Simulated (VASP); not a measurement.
Here is the system:

```
EuS
1.0
    0.00000     2.89842     2.89842
    2.89842     0.00000     2.89842
    2.89842     2.89842     0.00000
Eu S
1 1
Direct
  0.00000   0.00000   0.00000
  0.50000   0.50000   0.50000
```

Calculation: AM05 GGA, VASP's PBE PAW potentials (set 64) (plane waves; VASP 6.6.1). Numerical set-up: 520 eV cut-off, 7×7×7 Γ-centred mesh, Gaussian smearing of 0.050 eV, potentials Eu_2 S.

The 4f electrons are frozen in the core of the lanthanide potential, so 4f levels, which can set the real gap, and their magnetism are missing.

Estimate the energy per atom (σ→0).

```
Property                        Value
---------------------  --------------
energy per atom (σ→0)  -5.401 eV/atom
```

The absolute energy has meaning only against runs of the same code, potentials and settings.

The compound is EuS in the rock salt structure. It was relaxed first, which changed the volume by -8 %. The start is the result of an earlier pass.
